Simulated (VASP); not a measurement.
Runs of VASP 6.6.1 on Si2Ni. Symmetry: Fm-3m, No. 225, cubic system. Conventional cell: a = 5.406 Å, b = 5.406 Å, c = 5.406 Å, α = 90.00°, β = 90.00°, γ = 90.00°. Si (site symmetry -43m) has 4 Ni at 2.34 Å as nearest neighbours. Ni (site symmetry m-3m) is surrounded by 8 Si at 2.34 Å. 

```tsv
level	potentials or basis	gap on the mesh (eV)	pressure (GPa)	relaxed volume (Å³/atom)
PBE+D3(BJ)	VASP PAW PBE potentials, release 64 (Si, Ni)	none	0.0	12.96
r2SCAN	VASP PAW PBE potentials, release 64 (Si, Ni)	none	0.0	12.98
AM05	VASP PAW PBE potentials, release 64 (Si, Ni)	none	0.0	12.96
PBEsol	VASP PAW PBE potentials, release 64 (Si, Ni)	none	0.0	(a)
LDA	VASP PAW LDA potentials, release 64 (Si, Ni)	none	0.0	12.76
```

Alike in all rows: task relaxation of cell and atoms; no spin polarisation; cell relaxed; k mesh 12 × 12 × 12; cutoff (eV) 600; smearing methfessel-paxton 0.1 eV.

**Question.** Estimate the missing entries.

**Answer.** (a) 13.04.

Caveats: the PAW data sets were made with another functional, which shifts forces and pressure a little (some runs); pairwise dispersion overbinds metals, which lowers pressure and volume (some runs).

A k mesh can miss the band edges.

A gap of «none» marks a metal or a gap under the smearing width.

Not every run made on this cell is shown here.
